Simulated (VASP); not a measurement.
A run of VASP 6.6.1:

INCAR

```
ALGO = Normal
EDIFF = 1E-7
ENCUT = 520
GGA = PE
ICORELEVEL = 1
ISIF = 2
ISMEAR = 1
KPAR = 4
LASPH = True
LCHARG = False
LMAXMIX = 4
LREAL = False
LWAVE = False
NBANDS = 36
NELM = 80
PREC = Accurate
SIGMA = 0.1
```

Contents of KPOINTS:

```
k-points
0
Gamma
  8 8 8
```

POSCAR

```
CoSi                                    
1.0
    4.4294053314      0.0000000000      0.0000000000
    0.0000000000      4.4294053314      0.0000000000
    0.0000000000      0.0000000000      4.4294053314
  Co              Si            
     4     4
Direct
     0.1451145232526230    0.1451145232526230    0.1451145232526230
     0.3548854767473770    0.8548854767473770    0.6451145232526230
     0.6451145232526230    0.3548854767473770    0.8548854767473770
     0.8548854767473770    0.6451145232526230    0.3548854767473770
     0.8432104053820311    0.8432104053820311    0.8432104053820311
     0.6567895946179689    0.1567895946179689    0.3432104053820311
     0.3432104053820311    0.6567895946179689    0.1567895946179689
     0.1567895946179689    0.3432104053820311    0.6567895946179689
```

KPOINTS_OPT

```
explicit points
124
Reciprocal
 0.0000000000  0.0000000000  0.0000000000 1
 0.0000000000  0.0263157895  0.0000000000 1
 0.0000000000  0.0526315789  0.0000000000 1
 0.0000000000  0.0789473684  0.0000000000 1
 0.0000000000  0.1052631579  0.0000000000 1
 0.0000000000  0.1315789474  0.0000000000 1
 0.0000000000  0.1578947368  0.0000000000 1
 0.0000000000  0.1842105263  0.0000000000 1
 0.0000000000  0.2105263158  0.0000000000 1
 0.0000000000  0.2368421053  0.0000000000 1
 0.0000000000  0.2631578947  0.0000000000 1
 0.0000000000  0.2894736842  0.0000000000 1
 0.0000000000  0.3157894737  0.0000000000 1
 0.0000000000  0.3421052632  0.0000000000 1
 0.0000000000  0.3684210526  0.0000000000 1
 0.0000000000  0.3947368421  0.0000000000 1
 0.0000000000  0.4210526316  0.0000000000 1
 0.0000000000  0.4473684211  0.0000000000 1
 0.0000000000  0.4736842105  0.0000000000 1
 0.0000000000  0.5000000000  0.0000000000 1
 0.0000000000  0.5000000000  0.0000000000 1
 0.0263157895  0.5000000000  0.0000000000 1
 0.0526315789  0.5000000000  0.0000000000 1
 0.0789473684  0.5000000000  0.0000000000 1
 0.1052631579  0.5000000000  0.0000000000 1
 0.1315789474  0.5000000000  0.0000000000 1
 0.1578947368  0.5000000000  0.0000000000 1
 0.1842105263  0.5000000000  0.0000000000 1
 0.2105263158  0.5000000000  0.0000000000 1
 0.2368421053  0.5000000000  0.0000000000 1
 0.2631578947  0.5000000000  0.0000000000 1
 0.2894736842  0.5000000000  0.0000000000 1
 0.3157894737  0.5000000000  0.0000000000 1
 0.3421052632  0.5000000000  0.0000000000 1
 0.3684210526  0.5000000000  0.0000000000 1
 0.3947368421  0.5000000000  0.0000000000 1
 0.4210526316  0.5000000000  0.0000000000 1
 0.4473684211  0.5000000000  0.0000000000 1
 0.4736842105  0.5000000000  0.0000000000 1
 0.5000000000  0.5000000000  0.0000000000 1
 0.5000000000  0.5000000000  0.0000000000 1
 0.4736842105  0.4736842105  0.0000000000 1
 0.4473684211  0.4473684211  0.0000000000 1
 0.4210526316  0.4210526316  0.0000000000 1
 0.3947368421  0.3947368421  0.0000000000 1
 0.3684210526  0.3684210526  0.0000000000 1
 0.3421052632  0.3421052632  0.0000000000 1
 0.3157894737  0.3157894737  0.0000000000 1
 0.2894736842  0.2894736842  0.0000000000 1
 0.2631578947  0.2631578947  0.0000000000 1
 0.2368421053  0.2368421053  0.0000000000 1
 0.2105263158  0.2105263158  0.0000000000 1
 0.1842105263  0.1842105263  0.0000000000 1
 0.1578947368  0.1578947368  0.0000000000 1
 0.1315789474  0.1315789474  0.0000000000 1
 0.1052631579  0.1052631579  0.0000000000 1
 0.0789473684  0.0789473684  0.0000000000 1
 0.0526315789  0.0526315789  0.0000000000 1
 0.0263157895  0.0263157895  0.0000000000 1
 0.0000000000  0.0000000000  0.0000000000 1
 0.0000000000  0.0000000000  0.0000000000 1
 0.0263157895  0.0263157895  0.0263157895 1
 0.0526315789  0.0526315789  0.0526315789 1
 0.0789473684  0.0789473684  0.0789473684 1
 0.1052631579  0.1052631579  0.1052631579 1
 0.1315789474  0.1315789474  0.1315789474 1
 0.1578947368  0.1578947368  0.1578947368 1
 0.1842105263  0.1842105263  0.1842105263 1
 0.2105263158  0.2105263158  0.2105263158 1
 0.2368421053  0.2368421053  0.2368421053 1
 0.2631578947  0.2631578947  0.2631578947 1
 0.2894736842  0.2894736842  0.2894736842 1
 0.3157894737  0.3157894737  0.3157894737 1
 0.3421052632  0.3421052632  0.3421052632 1
 0.3684210526  0.3684210526  0.3684210526 1
 0.3947368421  0.3947368421  0.3947368421 1
 0.4210526316  0.4210526316  0.4210526316 1
 0.4473684211  0.4473684211  0.4473684211 1
 0.4736842105  0.4736842105  0.4736842105 1
 0.5000000000  0.5000000000  0.5000000000 1
 0.5000000000  0.5000000000  0.5000000000 1
 0.4736842105  0.5000000000  0.4736842105 1
 0.4473684211  0.5000000000  0.4473684211 1
 0.4210526316  0.5000000000  0.4210526316 1
 0.3947368421  0.5000000000  0.3947368421 1
 0.3684210526  0.5000000000  0.3684210526 1
 0.3421052632  0.5000000000  0.3421052632 1
 0.3157894737  0.5000000000  0.3157894737 1
 0.2894736842  0.5000000000  0.2894736842 1
 0.2631578947  0.5000000000  0.2631578947 1
 0.2368421053  0.5000000000  0.2368421053 1
 0.2105263158  0.5000000000  0.2105263158 1
 0.1842105263  0.5000000000  0.1842105263 1
 0.1578947368  0.5000000000  0.1578947368 1
 0.1315789474  0.5000000000  0.1315789474 1
 0.1052631579  0.5000000000  0.1052631579 1
 0.0789473684  0.5000000000  0.0789473684 1
 0.0526315789  0.5000000000  0.0526315789 1
 0.0263157895  0.5000000000  0.0263157895 1
 0.0000000000  0.5000000000  0.0000000000 1
 0.5000000000  0.5000000000  0.0000000000 1
 0.5000000000  0.5000000000  0.0263157895 1
 0.5000000000  0.5000000000  0.0526315789 1
 0.5000000000  0.5000000000  0.0789473684 1
 0.5000000000  0.5000000000  0.1052631579 1
 0.5000000000  0.5000000000  0.1315789474 1
 0.5000000000  0.5000000000  0.1578947368 1
 0.5000000000  0.5000000000  0.1842105263 1
 0.5000000000  0.5000000000  0.2105263158 1
 0.5000000000  0.5000000000  0.2368421053 1
 0.5000000000  0.5000000000  0.2631578947 1
 0.5000000000  0.5000000000  0.2894736842 1
 0.5000000000  0.5000000000  0.3157894737 1
 0.5000000000  0.5000000000  0.3421052632 1
 0.5000000000  0.5000000000  0.3684210526 1
 0.5000000000  0.5000000000  0.3947368421 1
 0.5000000000  0.5000000000  0.4210526316 1
 0.5000000000  0.5000000000  0.4473684211 1
 0.5000000000  0.5000000000  0.4736842105 1
 0.5000000000  0.5000000000  0.5000000000 1
 0.0000000000  0.0000000000  0.0000000000 1
 0.5000000000  0.5000000000  0.0000000000 1
 0.5000000000  0.5000000000  0.5000000000 1
 0.0000000000  0.5000000000  0.0000000000 1
```

Potentials or basis: VASP PAW PBE potentials, release 64 (Co, Si).

Command:

```console
$ cat potpaw_PBE.64/Co/POTCAR potpaw_PBE.64/Si/POTCAR > POTCAR
$ mpirun -np 4 vasp_std > vasp.out
```

Hardware: 4 MPI ranks on Intel(R) Xeon(R) Platinum 8259CL CPU @ 2.50GHz (Skylake/Cascade Lake), on a shared host.

Task: Estimate the wall time of this run.

Result: Wall time 2.8 min on 4 MPI ranks on Intel(R) Xeon(R) Platinum 8259CL CPU @ 2.50GHz (Skylake/Cascade Lake), with other jobs on the host, peak memory 0.31 GiB a rank. Counts: scf iterations 46, k points 45.
